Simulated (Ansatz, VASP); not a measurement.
# SnO2 (Cassiterite) in two plane-wave programs, part 2 of 2

Aim: how closely do two programs agree when they are given the same cell, functional and k mesh?  Other levels of theory on this material are compared in a session of their own.

VASP 6.6.1 and Ansatz 0.2.0.

So far. Step 2 (VASP: band structure, PBE, spin-orbit coupling): At this level the cell is under a pressure of 11.8 GPa, so at these settings it is away from equilibrium.

### 3. Ansatz: band structure, PBE, spin-orbit coupling

Level of this step: Ansatz beside VASP: Kohn-Sham DFT, plane waves, PBE, spin-orbit coupling (Ansatz).

Ansatz runs on its fully relativistic PAW (standard-fr) files.

The same cell, functional, mesh and smearing now go to Ansatz, which takes its cutoff from its data sets.

input.yaml reads:

```yaml
crystal:
  lattice:
    - [4.738, 0.0, 0.0]
    - [0.0, 4.738, 0.0]
    - [0.0, 0.0, 3.1865]
  atoms:
    - { symbol: Sn, position: [0.0, 0.0, 0.0] }
    - { symbol: Sn, position: [0.5, 0.5, 0.5] }
    - { symbol: O, position: [0.3071, 0.3071, 0.0] }
    - { symbol: O, position: [0.1929, 0.8071, 0.5] }
    - { symbol: O, position: [0.6929, 0.6929, 0.0] }
    - { symbol: O, position: [0.8071, 0.1929, 0.5] }
hamiltonian:
  xc: pbe
  pseudopotentials: { kind: paw_fr }
magnetization:
  noncollinear: true
  spin_orbit: true
kpoints:
  mp_grid: { grid: [5, 5, 7] }
  band_path:
    path:
      - [0.0, 0.0, 0.0]
      - [0.0, 0.13333, 0.0]
      - [0.0, 0.3, 0.0]
      - [0.0, 0.46667, 0.0]
      - [0.1, 0.5, 0.0]
      - [0.26667, 0.5, 0.0]
      - [0.43333, 0.5, 0.0]
      - [0.43333, 0.43333, 0.0]
      - [0.26667, 0.26667, 0.0]
      - [0.1, 0.1, 0.0]
      - [0.0, 0.0, 0.03333]
      - [0.0, 0.0, 0.2]
      - [0.0, 0.0, 0.36667]
      - [0.0, 0.0, 0.5]
      - [0.0, 0.16667, 0.5]
      - [0.0, 0.3, 0.5]
      - [0.0, 0.46667, 0.5]
      - [0.1, 0.5, 0.5]
      - [0.26667, 0.5, 0.5]
      - [0.43333, 0.5, 0.5]
      - [0.43333, 0.43333, 0.5]
      - [0.26667, 0.26667, 0.5]
      - [0.1, 0.1, 0.5]
      - [0.0, 0.5, 0.03333]
      - [0.0, 0.5, 0.2]
      - [0.0, 0.5, 0.36667]
      - [0.5, 0.5, 0.0]
      - [0.5, 0.5, 0.16667]
      - [0.5, 0.5, 0.33333]
      - [0.5, 0.5, 0.5]
    npoints: 1
scf:
  occupations: { method: gaussian, width: 0.02 }
  n_extra_bands: 18
output:
  forces: true
  stress: true
  eigenvalues: true
  write_density: true
  write_potential: true
  elf: true
  volumetric_format: npy
```

Command:

```
ansatz run input.yaml --threads 4 --pin off --max-ram 9216MiB --backend cpu --events-out ev --progress --plain --runs-dir out
```

Numbers of over 12 decimals in the logs are rounded to 6 here.

Log:

```text
scf.n_extra_bands = 18 over 52 filled bands (N_el = 52.0): the run solves 70 bands
Engine: ansatz 0.2.0, aarch64-unknown-linux-gnu
Pseudopotentials: kind: paw_fr
Pseudopotential: Sn, paw_fr, valence charge 14, recommended cutoff 420 eV (normal), Sn.paw.azcp#standard-fr
Pseudopotential: O, paw_fr, valence charge 6, recommended cutoff 420 eV (normal), O.paw.azcp#standard-fr
Functional definition: PBE
  parameter kappa = 0.804
  parameter beta = 0.066725
  exchange = pbe_x(kappa = kappa, mu = beta*pi^2/3)
  correlation = pbe_c(beta = beta)
non-collinear run that drives no moment, with spin-orbit: no starting moment large enough to seed its density (crystal.atoms[].spin), no starting occupations that ask for one, no magnetisation constraint and no magnetic field, so the semilocal B_xc is pinned to zero
Crystal: 6 atoms, lattice volume = 71.533 Å³
Basis set: ecut = 420 eV, 1411 PW (Γ), exchange–correlation on 64×64×48 points (8 copies of the dense FFT grid, shifted against one another)
Bands: 70, of which v1, the nominal top of the filled ones, is band 52 counted from 1 (51 counted from 0)
Symmetry: 16 space group operations + 16 with time reversal
Magnetic group: BNS 136.496 (UNI 1156), of the structure as read, at distance tolerance 4.2e-5 Å
k-points: 24 of 175
Projection manifold: j_resolved (fully-relativistic pseudo-atomic orbitals)
Non-local potential: Sn, projectors of the file, l = 0: 2, l = 1: 4, l = 2: 4, l = 3: 4
Non-local potential: O, projectors of the file, l = 0: 2, l = 1: 4, l = 2: 2
PAW form: soft (Blöchl's): semilocal exchange-correlation on the pseudo side does not see the compensation charge
PAW one-centre angular grid: Sn, 590 points (default); XC on 64 Gauss nodes
PAW one-centre angular grid: O, 110 points (default); XC on 64 Gauss nodes
Initial density: superposition of atomic densities (chi_scale 0.1, normalization cell, long waves kept (reshape's long-wave potential 0.00 eV rms))
Initial wavefunctions: pseudopotential atomic-orbital guess
Functional: x = pbe(κ = 0.804, μ = 0.219515), c = pbe(β = 0.066725)
SCF iter   1: F=—  HF=-14323.210703 eV  |F-HF|=—  |Δ(HF+E_count)|=         —  Δρ=9.04e-2  dr2=4.30e0  dr2_m=0.00e0 (ungated)  ethr=3.10e-3  |M|=0.00e0 ∫|m|=0.00e0 μB  |m|>n=0.0e0 m-floor=0.0e0 τ_xc=0.0e0  β_m=0.30  ⟨swp⟩=6.0  Hψ=3990  notcnv=0  defer=106
preconditioner: auto → Resta (q_TF=auto, 2.587 Å⁻¹)  ε∞=3.2  [insulator: Δε(μ)=1.865 eV  Ē_g=21.581 eV  σ=0.020 eV  W_gap=1.00  n_scr=18 (ndim 8)  ℏωp=31.7 eV  f_vac=0.000  D(μ)=0.00/eV (n_scr^D=0)  ε∞_Penn≈3.2]
spin=Noncollinear: Resta preconditioning applied to the charge; magnetization (m_x, m_y, m_z) channels mix plain (no charge-response kernel on spin).
SCF iter   2: F=—  HF=-14322.418269 eV  |F-HF|=—  |Δ(HF+E_count)|=   7.92e-1  Δρ=5.63e-2  dr2=1.44e0  dr2_m=0.00e0 (ungated)  ethr=3.10e-3  |M|=0.00e0 ∫|m|=0.00e0 μB  |m|>n=0.0e0 m-floor=0.0e0 τ_xc=0.0e0  β_m=0.49  ⟨swp⟩=2.8  Hψ=1348  notcnv=0  defer=294
SCF iter   3: F=—  HF=-14322.107056 eV  |F-HF|=—  |Δ(HF+E_count)|=   3.11e-1  Δρ=1.70e-2  dr2=1.21e-1  dr2_m=0.00e0 (ungated)  ethr=2.77e-3  |M|=0.00e0 ∫|m|=0.00e0 μB  |m|>n=0.0e0 m-floor=0.0e0 τ_xc=0.0e0  β_m=0.61  ⟨swp⟩=3.0  Hψ=1386  notcnv=0  defer=294
SCF iter   4: F=—  HF=-14322.097204 eV  |F-HF|=—  |Δ(HF+E_count)|=   9.85e-3  Δρ=2.64e-3  dr2=3.54e-3  dr2_m=0.00e0 (ungated)  ethr=2.33e-4  |M|=0.00e0 ∫|m|=0.00e0 μB  |m|>n=0.0e0 m-floor=0.0e0 τ_xc=0.0e0  β_m=0.73  ⟨swp⟩=3.0  Hψ=1411  notcnv=0  defer=294
SCF iter   5: F=—  HF=-14322.100666 eV  |F-HF|=—  |Δ(HF+E_count)|=   3.46e-3  Δρ=8.08e-4  dr2=3.69e-4  dr2_m=0.00e0 (ungated)  ethr=6.81e-6  |M|=0.00e0 ∫|m|=0.00e0 μB  |m|>n=0.0e0 m-floor=0.0e0 τ_xc=0.0e0  β_m=0.87  ⟨swp⟩=2.0  Hψ=1053  notcnv=0  defer=294
SCF iter   6: F=—  HF=-14322.101106 eV  |F-HF|=—  |Δ(HF+E_count)|=   4.40e-4  Δρ=9.84e-5  dr2=5.87e-6  dr2_m=0.00e0 (ungated)  ethr=7.09e-7  |M|=0.00e0 ∫|m|=0.00e0 μB  |m|>n=0.0e0 m-floor=0.0e0 τ_xc=0.0e0  β_m=0.93  ⟨swp⟩=2.0  Hψ=1120  notcnv=0  defer=294
SCF iter   7: F=—  HF=-14322.101115 eV  |F-HF|=—  |Δ(HF+E_count)|=   9.41e-6  Δρ=1.66e-5  dr2=1.69e-7  dr2_m=0.00e0 (ungated)  ethr=1.13e-8  |M|=0.00e0 ∫|m|=0.00e0 μB  |m|>n=0.0e0 m-floor=0.0e0 τ_xc=0.0e0  β_m=0.97  ⟨swp⟩=2.0  Hψ=1201  notcnv=0  defer=294
SCF iter   8: F=-14322.101116 eV  HF=-14322.101116 eV  |F-HF|=4.83e-9  |Δ(HF+E_count)|=   1.90e-7  Δρ=2.26e-6  dr2=4.01e-9  dr2_m=0.00e0 (ungated)  ethr=1.92e-10  |M|=0.00e0 ∫|m|=0.00e0 μB  |m|>n=0.0e0 m-floor=0.0e0 τ_xc=0.0e0  ⟨swp⟩=15.3  Hψ=6574  notcnv=0
SCF 1 converged in 8 iterations: F = -14322.101116 eV  dr2 = 4.01e-9
  greatest PAW one-centre occupation: 0.996 electrons in one spin orbital (limit 2), on the Sn atom at site 1 (counted from 0), in its partial waves of l = 2
NSCF: frozen V_eff on 30 k-points
SCF converged after 8 iterations
Magnetization: |M| = 0.0000 μB,  M = (+0.0000, +0.0000, +0.0000) μB
Absolute magnetization: 0.0000 μB (∫|m|)
  site 0: m = (+0.0000, +0.0000, +0.0000) μB, |m| = 0.0000 μB  (R = 0.85 Å)
  site 1: m = (+0.0000, +0.0000, +0.0000) μB, |m| = 0.0000 μB  (R = 0.85 Å)
  site 2: m = (+0.0000, +0.0000, +0.0000) μB, |m| = 0.0000 μB  (R = 0.85 Å)
  site 3: m = (+0.0000, +0.0000, +0.0000) μB, |m| = 0.0000 μB  (R = 0.85 Å)
  site 4: m = (+0.0000, +0.0000, +0.0000) μB, |m| = 0.0000 μB  (R = 0.85 Å)
  site 5: m = (+0.0000, +0.0000, +0.0000) μB, |m| = 0.0000 μB  (R = 0.85 Å)
Free energy (F): -14322.101116 eV
Harris-Foulkes:  -14322.101116 eV  (|F-HF|=4.83e-9)
Internal energy: -14322.101116 eV  (E = F + TS)
E sigma→0 (E₀):  -14322.101116 eV
Fermi energy:    10.167646 eV
--- Per-component energies (eV) ---
  E_band       = -114.296955
  E_kinetic    = 1085.558694
  E_local      = -2860.666154  (includes V_loc(G=0)·N_el)
  E_nonlocal   = 135.256533
  E_hartree    = 1490.919189
  E_xc         = -1055.463406
  E_vxc        = -564.190006  (∫ρ·V_xc dr)
  E_paw        = -8934.864207  (= ΣΔE_a)
  E_vpaw       = -892.103691  (= ΣTr[D̂ρ^β])
  E_aug_tail   = 0.010014  (compensation charges beyond the density's cutoff)
  E_ewald      = -4182.851779
  E_smearing   = -0.000000  (= −TS)
  E_closure    = 0.000000  (closes the sum)
  Σ components = -14322.101116   (vs F -14322.101116, Δ=0.00e0)
--- Forces (eV/Å), atoms counted from 1 ---
  atom   1  Sn     0.00000000     0.00000000     0.00000000
  atom   2  Sn     0.00000000    -0.00000000    -0.00000000
  atom   3  O     -0.19325399    -0.19325399     0.00000000
  atom   4  O      0.19325399    -0.19325399    -0.00000000
  atom   5  O      0.19325399     0.19325399    -0.00000000
  atom   6  O     -0.19325399     0.19325399     0.00000000
  max |Σ_I F_I| component: 5.55e-17 eV/Å
--- Stress (GPa, compression-positive) ---
       10.059976       0.000000       0.000000
        0.000000      10.059976       0.000000
        0.000000       0.000000      12.974332
  P = ⅓ Tr σ = 11.0314 GPa (110.314 kbar)
--- Band table (eV; the first three rows and the last of 24) ---
  k-point 0: bands = [... 48 lower, 8.7628, 8.7628, 9.5237, 9.5237, 10.8116, 10.8116, 15.6984, 15.6984, ... 14 higher]
  k-point 1: bands = [... 48 lower, 8.7903, 8.7903, 9.3538, 9.3538, 11.9942, 11.9942, 16.0941, 16.0941, ... 14 higher]
  k-point 2: bands = [... 48 lower, 8.6308, 8.6308, 8.8828, 8.8828, 13.8231, 13.8231, 16.5296, 16.5296, ... 14 higher]
  k-point 23: bands = [... 48 lower, 8.6421, 8.6421, 8.6754, 8.6754, 14.6430, 14.6430, 14.7478, 14.7478, ... 14 higher]
```

Wall time 16 s (4 threads of Arm Neoverse V2, shared host); peak memory 0.7 GiB; 62 s of CPU time.

### 4. Side by side

Known differences besides the potentials themselves: spin-orbit coupling enters by fully relativistic files in Ansatz and inside the spheres in VASP; the cutoff is 420 eV in Ansatz and 520 eV in VASP. Total energies have different zeros and are not compared.

The two programs side by side:

```
                                        quantity  Ansatz   VASP  difference
                                  pressure (GPa)   11.03  11.75       -0.72
pressure without Ansatz's Pulay correction (GPa)   10.19  11.75       -1.56
                   gap over the path points (eV)   1.288  1.275      +0.013
```

Forces (eV/Å; atoms numbered as in POSCAR):

```
atom         Ansatz x, y, z           VASP x, y, z
 Sn1    0.000, 0.000, 0.000    0.000, 0.000, 0.000
 Sn2    0.000, 0.000, 0.000    0.000, 0.000, 0.000
  O3  -0.193, -0.193, 0.000  -0.207, -0.207, 0.000
  O4   0.193, -0.193, 0.000   0.207, -0.207, 0.000
  O5    0.193, 0.193, 0.000    0.207, 0.207, 0.000
  O6   -0.193, 0.193, 0.000   -0.207, 0.207, 0.000
```

Levels at points of the path, from each program's valence-band top (eV; 8 filled, then empty):

```
k (reciprocal lattice)                                                                         Ansatz                                                                           VASP
     0.000 0.000 0.000    -1.21 -1.21 -0.79 -0.79 -0.76 -0.76 0.00 0.00 1.29 1.29 6.17 6.17 6.25 6.25    -1.22 -1.22 -0.79 -0.79 -0.77 -0.77 0.00 0.00 1.27 1.27 6.16 6.16 6.24 6.24
     0.000 0.133 0.000  -1.20 -1.20 -1.15 -1.15 -0.76 -0.76 -0.09 -0.09 1.76 1.76 6.00 6.00 6.38 6.38  -1.21 -1.21 -1.16 -1.16 -0.77 -0.77 -0.09 -0.09 1.75 1.75 5.98 5.98 6.37 6.37
     0.000 0.300 0.000  -1.20 -1.20 -1.18 -1.18 -0.72 -0.72 -0.38 -0.38 2.96 2.96 5.53 5.53 6.71 6.71  -1.21 -1.21 -1.19 -1.19 -0.73 -0.73 -0.38 -0.38 2.95 2.95 5.52 5.52 6.69 6.69
     0.000 0.467 0.000  -1.18 -1.18 -1.18 -1.18 -0.65 -0.65 -0.61 -0.61 4.22 4.22 4.67 4.67 7.05 7.05  -1.19 -1.19 -1.18 -1.18 -0.66 -0.66 -0.61 -0.61 4.21 4.21 4.66 4.66 7.04 7.04
     0.100 0.500 0.000  -1.19 -1.19 -1.19 -1.19 -0.66 -0.66 -0.66 -0.66 4.49 4.49 4.49 4.49 7.13 7.13  -1.20 -1.20 -1.20 -1.20 -0.66 -0.66 -0.66 -0.66 4.48 4.48 4.48 4.48 7.12 7.12
     0.267 0.500 0.000  -1.24 -1.24 -1.24 -1.24 -0.78 -0.78 -0.78 -0.78 4.67 4.67 4.67 4.67 7.33 7.33  -1.25 -1.25 -1.25 -1.25 -0.79 -0.79 -0.79 -0.79 4.66 4.66 4.66 4.66 7.32 7.32
     0.433 0.500 0.000  -1.29 -1.29 -1.29 -1.29 -0.89 -0.89 -0.89 -0.89 4.84 4.84 4.84 4.84 7.50 7.50  -1.30 -1.30 -1.30 -1.30 -0.89 -0.89 -0.89 -0.89 4.82 4.82 4.82 4.82 7.49 7.49
     0.433 0.433 0.000  -1.29 -1.29 -1.28 -1.28 -0.89 -0.89 -0.86 -0.86 4.73 4.73 4.91 4.91 7.47 7.47  -1.30 -1.30 -1.29 -1.29 -0.89 -0.89 -0.86 -0.86 4.72 4.72 4.89 4.89 7.46 7.46
     0.267 0.267 0.000  -1.26 -1.26 -1.18 -1.18 -0.83 -0.83 -0.53 -0.53 3.52 3.52 5.38 5.38 7.01 7.01  -1.27 -1.27 -1.19 -1.19 -0.84 -0.84 -0.53 -0.53 3.51 3.51 5.37 5.37 7.00 7.00
     0.100 0.100 0.000  -1.19 -1.19 -1.17 -1.17 -0.78 -0.78 -0.10 -0.10 1.81 1.81 5.96 5.96 6.43 6.43  -1.20 -1.20 -1.18 -1.18 -0.79 -0.79 -0.10 -0.10 1.80 1.80 5.95 5.95 6.42 6.42
```

The forces differ by 9.2 meV/Å r.m.s., which is 6.7 % of the r.m.s. force of 0.14 eV/Å (both taken over all components). Among the levels compared at these points, filled levels agree within 8 meV and empty ones within 20 meV. Ansatz's pressure holds a Pulay correction of 0.84 GPa; VASP's holds none.

### 5. Results

| Property | Result |
| --- | --- |
| difference in gap over the path points (band structure, PBE, spin-orbit coupling) | 0.013 eV |
| r.m.s. force difference (band structure, PBE, spin-orbit coupling) | 9.2 meV/Å |
| difference in pressure (band structure, PBE, spin-orbit coupling) | -0.72 GPa |

What this shows: The r.m.s. force difference is 9.2 meV/Å (band structure, PBE, spin-orbit coupling), within the 12 meV/Å picked in this series as the mark of a large difference. 14 further runs of this series are not shown here. Such differences can come from data sets, numerical settings and the points named under the comparisons, not from the functional's error against experiment.

[Lines on the potential files, build, host, timing and source positions are cut from VASP's logs without a mark.]

[Logs are printed without paths, hosts, clocks, repeated set-up lines and the standing remarks that a program may print on its own settings, such as how far it seeks lower states.]

[Hosts, paths, dates, database ids (printed as entryN), source tags and the programs' standing remarks are cut or masked in the printed files.]
